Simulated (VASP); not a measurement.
# LiTi in VASP: a series of runs, part 2 of 3

VASP 6.6.1. The steps go on from the part before.

### 4 Work function, PBE

INCAR

```
SYSTEM = LiTi
PREC     = Accurate       ! precision mode
ENCUT    = 520            ! plane-wave cutoff, eV
EDIFF    = 1E-6           ! SCF threshold, eV
ISMEAR   = -1             ! smearing method
SIGMA    = 0.05           ! smearing width, eV
LREAL    = .False.        ! projectors in reciprocal space
LASPH    = .True.         ! aspherical terms in the spheres
NELM     = 60             ! most SCF steps
ALGO     = Normal         ! electronic algorithm
ISIF     = 2              ! what is computed and relaxed
LWAVE    = .False.        ! write WAVECAR
LCHARG   = .False.        ! write CHGCAR
LDIPOL   = .True.       
IDIPOL   = 3            
DIPOL    = 0.5 0.5 0.294
GGA      = PE             ! functional
EFIELD   = 0            
LVHAR    = .True.       
LVACPOTAV= .True.
```

KPOINTS

```
Automatic mesh
0
Gamma
  7 7 1
  0 0 0
```

POSCAR

```
LiTi
1.0
    3.6389800000      0.0000000000      0.0000000000
    0.0000000000      3.6389800000      0.0000000000
    0.0000000000      0.0000000000     23.8000000000
Li Ti
1 1
Direct
    0.0000000000      0.0000000000      0.2941200000
    0.5000000000      0.5000000000      0.2941200000
```

Potentials or basis: VASP PAW PBE potentials, release 64 (Li_sv, Ti_sv).

The run is started by

```console
cat potpaw_PBE.64/Li_sv/POTCAR potpaw_PBE.64/Ti_sv/POTCAR > POTCAR
mpirun -np 1 vasp_std > vasp.out
```

OUTCAR:

```text
SYSTEM = LiTi
   PREC = Accurate
   ENCUT = 520
   EDIFF = 1E-6
   ISMEAR = -1
   LREAL = .False.
   LASPH = .True.
   NELM = 60
   ISIF = 2
   GGA = PE

 ion  position               nearest neighbor table
   1  0.000  0.000  0.294-   2 2.57   2 2.57   2 2.57   2 2.57
   2  0.500  0.500  0.294-   1 2.57   1 2.57   1 2.57   1 2.57

  LATTYP: Found a simple tetragonal cell.
 ALAT       =     3.6389800000
 C/A-ratio  =     6.5402942583

  Lattice vectors:

[... 320 lines left out ...]

  FORCE on cell =-STRESS in cart. coord.  units (eV):
  Direction    XX          YY          ZZ          XY          YZ          ZX
  --------------------------------------------------------------------------------------
  -------------------------------------------------------------------------------------
  Total       -0.0479839     -0.0479839     -0.0258905      0.0000000     -0.0000000      0.0000000
  in kB       -0.2439324     -0.2439324     -0.1316176      0.0000000     -0.0000000      0.0000000
  external PRESSURE =      -0.2064942 kB  Pullay stress =       0.0000000 kB

 VOLUME and BASIS-vectors are now :
 -----------------------------------------------------------------------------
  energy-cutoff  :      520.00
  volume of cell :      315.16
      direct lattice vectors                 reciprocal lattice vectors
     3.638980000  0.000000000  0.000000000     0.274802280  0.000000000  0.000000000
     0.000000000  3.638980000  0.000000000     0.000000000  0.274802280  0.000000000
     0.000000000  0.000000000 23.800000000     0.000000000  0.000000000  0.042016807

 POSITION                                       TOTAL-FORCE (eV/Angst)
 -----------------------------------------------------------------------------------
      0.00000      0.00000      7.00006        -0.000000     -0.000000     -0.000000
      1.81949      1.81949      7.00006         0.000000      0.000000      0.000000
 -----------------------------------------------------------------------------------
    total drift:                                0.000000      0.000000      0.000062

  FREE ENERGIE OF THE ION-ELECTRON SYSTEM (eV)
  ---------------------------------------------------
  free  energy   TOTEN  =        -5.4039146901 eV

  energy  without entropy=       -5.3435057687  energy(sigma->0) =       -5.37371023

 vacuum level on the upper side and lower side of the slab         1.074         1.074
```

OSZICAR:

```text
N       E                     dE             d eps       ncg     rms          rms(c)
DAV:   1     0.686353864774E+02    0.68635E+02   -0.74972E+03   308   0.946E+02
DAV:   2     0.819901005782E+01   -0.60436E+02   -0.57707E+02   264   0.237E+02
DAV:   3    -0.570950586891E+01   -0.13909E+02   -0.13655E+02   431   0.844E+01
[... 16 lines left out ...]
DAV:  20    -0.540390516767E+01   -0.20416E-04   -0.22655E-06   218   0.474E-03    0.694E-04
DAV:  21    -0.540391209743E+01   -0.69298E-05   -0.61180E-07   166   0.289E-03    0.587E-04
DAV:  22    -0.540391313966E+01   -0.10422E-05   -0.11511E-07   119   0.144E-03    0.440E-04
DAV:  23    -0.540391445981E+01   -0.13202E-05   -0.13849E-07   138   0.157E-03    0.881E-05
DAV:  24    -0.540391469009E+01   -0.23028E-06   -0.44501E-08   119   0.830E-04
   1 F= -.54039147E+01 E0= -.53737102E+01  d E =-.604089E-01
```

Run time: 30 s. Hardware: 1 thread of Intel Xeon 6975P-C (Granite Rapids), shared host; peak memory 0.36 GiB.

What came out:

| Item | Value |
| --- | --- |
| Free energy | -5.4039 eV |
| Band gap on the k mesh | none (metal or under the smearing width) |
| Work function of the upper face | 4.12 eV |
| Work function of the lower face | 4.12 eV |

Levels at points of the mesh, in eV from the Fermi level:
```
           k point  band 4  band 5  band 6  band 7  band 8  band 9  band 10  band 11
(0.00, 0.00, 0.00)  -33.47  -33.47   -3.15   -0.32    0.15    0.27     0.87     0.87
```

Caveat: the cutoff is under 1.25 times the usual one of these potentials, so pressure, stress and relaxed cells hold a basis-set (Pulay) error.

### 5 Work function, PBE

Changes to INCAR since step 4:

```diff
@@ -17,3 +17,3 @@
 GGA      = PE             ! functional
-EFIELD   = 0            
+EFIELD   = 0.1          
 LVHAR    = .True.
```

KPOINTS is that of step 4.

POSCAR is that of step 4.

Potentials or basis: VASP PAW PBE potentials, release 64 (Li_sv, Ti_sv).

The run is started by

```console
cat potpaw_PBE.64/Li_sv/POTCAR potpaw_PBE.64/Ti_sv/POTCAR > POTCAR
mpirun -np 1 vasp_std > vasp.out
```

OUTCAR:

```text
SYSTEM = LiTi
   PREC = Accurate
   ENCUT = 520
   EDIFF = 1E-6
   ISMEAR = -1
   LREAL = .False.
   LASPH = .True.
   NELM = 60
   ISIF = 2
   GGA = PE

 ion  position               nearest neighbor table
   1  0.000  0.000  0.294-   2 2.57   2 2.57   2 2.57   2 2.57
   2  0.500  0.500  0.294-   1 2.57   1 2.57   1 2.57   1 2.57

  LATTYP: Found a simple tetragonal cell.
 ALAT       =     3.6389800000
 C/A-ratio  =     6.5402942583

  Lattice vectors:

 A1 = (   3.6389800000,   0.0000000000,   0.0000000000)
 A2 = (   0.0000000000,   3.6389800000,   0.0000000000)
 A3 = (   0.0000000000,   0.0000000000,  23.8000000000)

Analysis of symmetry for initial positions (statically):
=====================================================================
 Subroutine PRICEL returns:
 Original cell was already a primitive cell.

 Routine SETGRP: Setting up the symmetry group for a
 simple tetragonal supercell.

 Subroutine GETGRP returns: Found 16 space group operations
 (whereof  8 operations were pure point group operations)
 out of a pool of 16 trial point group operations.

[... 166 lines left out ...]
      4     -36.5223      2.00000
      5     -36.5223      2.00000
      6      -6.2014      2.00000
      7      -3.3688      1.99650
      8      -2.9086      0.10871
      9      -2.7753      0.00797
     10      -2.1794      0.00000
     11      -2.1794      0.00000
[... 113 lines left out ...]
 k-point    10 :       0.4286    0.4286    0.0000
  band No.  band energies     occupation
      1     -60.4284      2.00000
      2     -49.0112      2.00000
      3     -36.9987      2.00000
      4     -36.5536      2.00000
      5     -36.5532      2.00000
      6      -3.3864      1.99754
      7      -2.9420      0.20150
      8      -2.8698      0.05155
      9      -2.6163      0.00033
     10      -2.3505      0.00000
     11      -2.2549      0.00000

------------------------ aborting loop because EDIFF is reached ----------------------------------------

  FORCE on cell =-STRESS in cart. coord.  units (eV):
  Direction    XX          YY          ZZ          XY          YZ          ZX
  --------------------------------------------------------------------------------------
  -------------------------------------------------------------------------------------
  Total       -0.0474351     -0.0474351     -0.0294077      0.0000000      0.0000000     -0.0000000
  in kB       -0.2411425     -0.2411425     -0.1494982      0.0000000      0.0000000     -0.0000000
  external PRESSURE =      -0.2105944 kB  Pullay stress =       0.0000000 kB

 VOLUME and BASIS-vectors are now :
 -----------------------------------------------------------------------------
  energy-cutoff  :      520.00
  volume of cell :      315.16
      direct lattice vectors                 reciprocal lattice vectors
     3.638980000  0.000000000  0.000000000     0.274802280  0.000000000  0.000000000
     0.000000000  3.638980000  0.000000000     0.000000000  0.274802280  0.000000000
     0.000000000  0.000000000 23.800000000     0.000000000  0.000000000  0.042016807

 POSITION                                       TOTAL-FORCE (eV/Angst)
 -----------------------------------------------------------------------------------
      0.00000      0.00000      7.00006         0.000000      0.000000      0.010487
      1.81949      1.81949      7.00006         0.000000     -0.000000     -0.010487
 -----------------------------------------------------------------------------------
    total drift:                                0.000000      0.000000     -0.000507

  FREE ENERGIE OF THE ION-ELECTRON SYSTEM (eV)
  ---------------------------------------------------
  free  energy   TOTEN  =        -5.4054842036 eV

  energy  without entropy=       -5.3450504200  energy(sigma->0) =       -5.37526731

 vacuum level on the upper side and lower side of the slab         0.454         1.681
```

OSZICAR:

```text
N       E                     dE             d eps       ncg     rms          rms(c)
DAV:   1     0.686123872977E+02    0.68612E+02   -0.75069E+03   308   0.947E+02
DAV:   2     0.865171637261E+01   -0.59961E+02   -0.56947E+02   250   0.236E+02
DAV:   3    -0.565292494952E+01   -0.14305E+02   -0.13971E+02   431   0.847E+01
[... 16 lines left out ...]
DAV:  20    -0.540547501343E+01   -0.26666E-04   -0.30709E-06   222   0.576E-03    0.151E-03
DAV:  21    -0.540548068497E+01   -0.56715E-05   -0.86676E-07   196   0.523E-03    0.782E-04
DAV:  22    -0.540548295970E+01   -0.22747E-05   -0.19235E-07   151   0.262E-03    0.441E-04
DAV:  23    -0.540548403997E+01   -0.10803E-05   -0.91686E-08   130   0.121E-03    0.246E-04
DAV:  24    -0.540548420365E+01   -0.16367E-06   -0.29713E-08   119   0.849E-04
   1 F= -.54054842E+01 E0= -.53752673E+01  d E =-.604338E-01
```

Run time: 31 s. Hardware: 1 thread of Intel Xeon 6975P-C (Granite Rapids), shared host; peak memory 0.38 GiB.

What came out:

| Quantity | Value |
| --- | --- |
| Free energy | -5.4055 eV |
| Largest force | 0.010 eV/Å |
| Band gap on the k mesh | none (metal or under the smearing width) |
| Work function of the upper face | 3.51 eV |
| Work function of the lower face | 4.73 eV |

Forces in eV/Å, atoms in the order of the input:
```
Li   0.000  0.000  0.010
Ti   0.000  0.000 -0.010
```

Levels at points of the mesh, in eV from the Fermi level:
| k point | band 6 | band 7 | band 8 | band 9 | band 10 | band 11 |
| --- | --- | --- | --- | --- | --- | --- |
| (0.00, 0.00, 0.00) | -3.15 | -0.32 | 0.14 | 0.28 | 0.87 | 0.87 |

Caveat: the cutoff is under 1.25 times the usual one of these potentials, so pressure, stress and relaxed cells hold a basis-set (Pulay) error.

### 6 Work function, PBE

Changes to INCAR since step 5:

```diff
@@ -17,3 +17,3 @@
 GGA      = PE             ! functional
-EFIELD   = 0.1          
+EFIELD   = 0.3          
 LVHAR    = .True.
```

KPOINTS is that of step 5.

POSCAR is that of step 5.

Potentials or basis: VASP PAW PBE potentials, release 64 (Li_sv, Ti_sv).

The run is started by

```console
cat potpaw_PBE.64/Li_sv/POTCAR potpaw_PBE.64/Ti_sv/POTCAR > POTCAR
mpirun -np 1 vasp_std > vasp.out
```

OUTCAR:

```text
SYSTEM = LiTi
   PREC = Accurate
   ENCUT = 520
   EDIFF = 1E-6
   ISMEAR = -1
   LREAL = .False.
   LASPH = .True.
   NELM = 60
   ISIF = 2
   GGA = PE

 ion  position               nearest neighbor table
   1  0.000  0.000  0.294-   2 2.57   2 2.57   2 2.57   2 2.57
   2  0.500  0.500  0.294-   1 2.57   1 2.57   1 2.57   1 2.57

  LATTYP: Found a simple tetragonal cell.
 ALAT       =     3.6389800000
 C/A-ratio  =     6.5402942583

  Lattice vectors:
[... 316 lines left out ...]
     11      -2.2807      0.00000

------------------------ aborting loop because EDIFF is reached ----------------------------------------

  FORCE on cell =-STRESS in cart. coord.  units (eV):
  Direction    XX          YY          ZZ          XY          YZ          ZX
  --------------------------------------------------------------------------------------
  -------------------------------------------------------------------------------------
  Total       -0.0408518     -0.0408518     -0.0537237      0.0000000      0.0000000      0.0000000
  in kB       -0.2076758     -0.2076758     -0.2731114      0.0000000      0.0000000      0.0000000
  external PRESSURE =      -0.2294877 kB  Pullay stress =       0.0000000 kB

 VOLUME and BASIS-vectors are now :
 -----------------------------------------------------------------------------
  energy-cutoff  :      520.00
  volume of cell :      315.16
      direct lattice vectors                 reciprocal lattice vectors
     3.638980000  0.000000000  0.000000000     0.274802280  0.000000000  0.000000000
     0.000000000  3.638980000  0.000000000     0.000000000  0.274802280  0.000000000
     0.000000000  0.000000000 23.800000000     0.000000000  0.000000000  0.042016807

 POSITION                                       TOTAL-FORCE (eV/Angst)
 -----------------------------------------------------------------------------------
      0.00000      0.00000      7.00006         0.000000     -0.000000      0.031663
      1.81949      1.81949      7.00006         0.000000      0.000000     -0.031663
 -----------------------------------------------------------------------------------
    total drift:                                0.000000      0.000000     -0.000449

  FREE ENERGIE OF THE ION-ELECTRON SYSTEM (eV)
  ---------------------------------------------------
  free  energy   TOTEN  =        -5.4180669834 eV

  energy  without entropy=       -5.3574403997  energy(sigma->0) =       -5.38775369
```

stdout:

```text
POSCAR found type information on POSCAR LiTi
 POSCAR found :  2 types and       2 ions
 scaLAPACK will be used
 LDA part: xc-table for (Slater+PW92), standard interpolation
 POSCAR, INCAR and KPOINTS ok, starting setup
 FFT: planning ... GRIDC
[... 28 lines left out ...]
|                                                                             |
|     Did not find any points to average over, which means that no vacuum     |
|     field-free region was found. Please increase the size of  your cell     |
|     in the dimension of the dipole correction to obtain accurate            |
|     workfunction values.                                                    |
|                                                                             |
 -----------------------------------------------------------------------------
```

Run time: 31 s. Hardware: 1 thread of Intel Xeon 6975P-C (Granite Rapids), shared host; peak memory 0.36 GiB.

What came out:

```
Free energy            : -5.4181 eV
Largest force          : 0.032 eV/Å
Band gap on the k mesh : none (metal or under the smearing width)
```

Forces on the atoms (eV/Å):
```
Li   0.000  0.000  0.032
Ti   0.000  0.000 -0.032
```

Caveat: the cutoff is under 1.25 times the usual one of these potentials, so pressure, stress and relaxed cells hold a basis-set (Pulay) error.

(Part 2 of 3 ends here.)
